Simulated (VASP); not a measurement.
Input of a VASP 6.6.1 run:

File INCAR:

```
  PREC = Accurate
  ENCUT = 520
  EDIFF = 1E-6
  ISMEAR = 0
  SIGMA = 0.1
  LREAL = False
  LASPH = True
  NELM = 120
  ALGO = Normal
  ISIF = 3
  LWAVE = False
  LCHARG = False
  GGA = PE
  IBRION = 2
  NSW = 90
  EDIFFG = -0.01
```

KPOINTS

```
regular mesh
0
Gamma
  7 7 7
```

Contents of POSCAR:

```
BiTe
1.0
    0.0000000000      3.2350000000      3.2350000000
    3.2350000000      0.0000000000      3.2350000000
    3.2350000000      3.2350000000      0.0000000000
Bi Te
1 1
Direct
    0.0000000000      0.0000000000      0.0000000000
    0.5000000000      0.5000000000      0.5000000000
```

Potentials or basis: VASP PAW PBE potentials, release 64 (Bi_d, Te).

Launch:

```bash
$ cat potpaw_PBE.64/Bi_d/POTCAR potpaw_PBE.64/Te/POTCAR > POTCAR
$ mpirun -np 1 vasp_std > vasp.out
```

(1) Predict the relaxed cell.

(2) What does it give for the band gap on the k mesh?

(3) What does it give for the relaxed volume?

## Answers

(1) a = 4.603 Å, b = 4.603 Å, c = 4.603 Å, α = 60.00°, β = 60.00°, γ = 60.00°.

(2) none (metal or under the smearing width).

(3) 34.47 Å³/atom.

Caveat: spin-orbit coupling is left out, which moves the levels of the heavy elements.
